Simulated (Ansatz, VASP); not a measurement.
**Two plane-wave programs on CsLiCr2Te2S3**

INCAR

```
  ALGO = Normal
  EDIFF = 1E-7
  ENCUT = 520
  GGA = PE
  ISIF = 2
  ISMEAR = -1
  ISPIN = 2
  KPAR = 4
  LASPH = True
  LCHARG = False
  LMAXMIX = 4
  LORBIT = 11
  LREAL = False
  LWAVE = False
  MAGMOM = 0 0 3 3 0 0 0 0 0
  NBANDS = 47
  NELM = 100
  PREC = Accurate
  SIGMA = 0.05
```

The input KPOINTS:

```
k-points
0
Gamma
  5 5 4
```

The input POSCAR:

```
CsLiCr2Te2S3
1.0
    3.4442803955     -5.2150002052      0.0078919220
    3.4442803955      5.2150002052      0.0078919220
   -2.9233430771      0.0000000000      7.4801428912
Cs Li Cr Te S
1 1 2 2 3
Direct
    0.0937400000      0.0937400000      0.0085300000
    0.5887500000      0.5887500000      0.5533600000
    0.0564600000      0.4675500000      0.5579000000
    0.4675500000      0.0564600000      0.5579000000
    0.5648600000      0.8735700000      0.2903500000
    0.8735700000      0.5648600000      0.2903500000
    0.8115100000      0.3969700000      0.7334700000
    0.3969700000      0.8115100000      0.7334700000
    0.2140400000      0.2140400000      0.4837100000
```

File input.yaml:

```yaml
crystal:
  lattice:
    - [3.4442803955, -5.2150002052, 0.007891922]
    - [3.4442803955, 5.2150002052, 0.007891922]
    - [-2.9233430771, 0.0, 7.4801428912]
  atoms:
    - { symbol: Cs, position: [0.09374, 0.09374, 0.00853] }
    - { symbol: Li, position: [0.58875, 0.58875, 0.55336] }
    - { symbol: Cr, position: [0.05646, 0.46755, 0.5579], spin: 3.0 }
    - { symbol: Cr, position: [0.46755, 0.05646, 0.5579], spin: 3.0 }
    - { symbol: Te, position: [0.56486, 0.87357, 0.29035] }
    - { symbol: Te, position: [0.87357, 0.56486, 0.29035] }
    - { symbol: S, position: [0.81151, 0.39697, 0.73347] }
    - { symbol: S, position: [0.39697, 0.81151, 0.73347] }
    - { symbol: S, position: [0.21404, 0.21404, 0.48371] }
hamiltonian:
  xc: pbe
  pseudopotentials: { kind: paw }
magnetization:
  spin_polarized: true
kpoints:
  mp_grid: { grid: [5, 5, 4] }
scf:
  occupations: { method: fermi_dirac, width: 0.05 }
output:
  forces: true
  stress: true
  eigenvalues: true
```

Change from the starting cell: volume scaled by 1.02.

Alike in both runs: task single point; functional PBE; k mesh 5 × 5 × 4; occupations fermi-dirac, width 0.05 eV; collinear spin, ferromagnetic start.

|  | VASP | Ansatz |
| --- | --- | --- |
| version | VASP 6.6.1 | Ansatz 0.2.0 |
| potentials or method | VASP PAW PBE potentials, release 64 (Cs_sv, Li_sv, Cr_pv, Te, S) | Ansatz PAW |
| plane-wave cutoff (eV) | 520 | 420 |
| valence electrons in the cell | 66 | 90 |

Ansatz gave:

- gap on the k mesh at the Fermi level (eV): none
- rms of the force components (eV/Å): 0.063
- net moment per atom (μB): 0.45
- size of the moment on the site where the two differ most (μB): 2.07

Question: What did VASP give for the same quantities?

Answer: gap on the k mesh at the Fermi level (eV): none; rms of the force components (eV/Å): 0.061; net moment per atom (μB): 0.45; size of the moment on the site where the two differ most (μB): 2.32.

Site moments also hang on the region over which each program counts them. Atom by atom the forces differ by 0.003 eV/Å (rms over components). A gap of «none» marks a metal or a gap that the smearing closes. The two sets of potentials don't hold the same shells in valence.

Caveats: only a ferromagnetic start was run, and an antiferromagnetic order may lie lower in energy. Spin-orbit coupling is left out, which matters for the levels of Cs, Te.
